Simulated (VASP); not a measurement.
Given:

```yaml
crystal:
  lattice:
    - [1.56671, -2.71363, 0.00000]
    - [1.56671, 2.71363, 0.00000]
    - [0.00000, 0.00000, 3.46649]
  atoms:
    - { symbol: Hf, position: [0.00000, 0.00000, 0.00000] }
    - { symbol: B, position: [0.33333, 0.66667, 0.50000] }
    - { symbol: B, position: [0.66667, 0.33333, 0.50000] }
```

The numbers are results of TPSS meta-GGA, VASP's PBE PAW potentials (set 64) (plane waves; VASP 6.6.1), not measurements. Run with 520 eV cut-off, 13×13×10 Γ-centred mesh, tetrahedra with Blöchl corrections, potentials Hf_pv B.

The cores are frozen, which limits the accuracy of field gradients.

Question: Give the principal components of the electric field gradient (V/Å²) and the asymmetry η at each nucleus.

Answer: 
| atom | Vxx | Vyy | Vzz | η |
|---|---|---|---|---|
| Hf1 | -37.5 | -37.5 | 75.1 | 0.00 |
| B2 | -0.7 | -0.7 | 1.3 | 0.00 |
| B3 | -0.7 | -0.7 | 1.3 | 0.00 |

The compound is HfB2 in the AlB2 type structure. It was relaxed first.
